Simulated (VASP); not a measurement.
Input:

```
HfC
1.0
    0.00000     2.29828     2.30392
    2.37110     0.00000     2.30392
    2.37110     2.29828     0.00000
Hf C
1 1
Cartesian
  0.00000   0.00000   0.00000
  2.45239   2.29828   2.30392
```

Calculation: PBE GGA, VASP's PBE PAW potentials (set 64) (plane waves; VASP). Run with 520 eV cut-off, 5×5×5 Monkhorst-Pack mesh, first-order Methfessel-Paxton smearing of 0.10 eV, potentials Hf_pv C.

**Question.** Which forces act on the atoms, in eV/Å?

**Answer.** 
| atom | Fx | Fy | Fz |
|---|---|---|---|
| Hf1 | 0.280 | 0.000 | 0.000 |
| C2 | -0.280 | 0.000 | 0.000 |

**Question.** Give the stress tensor in GPa (positive for a compressed cell).

**Answer.** 
```
-5.75   0.00   0.00
 0.00   4.37   0.00
 0.00   0.00   3.66
```
The pressure is its mean diagonal, 0.76 GPa.

The compound is HfC in the rock salt structure. The cell was not relaxed at this level, atoms are displaced from their ideal sites. The k-mesh is coarse (spacing up to 0.47 per Å, 2π included), so the numbers may not be converged in it. The run is one of a series of settings (KPOINTS 5×5×5 Monkhorst-Pack mesh against the base run), some of them coarse on purpose.
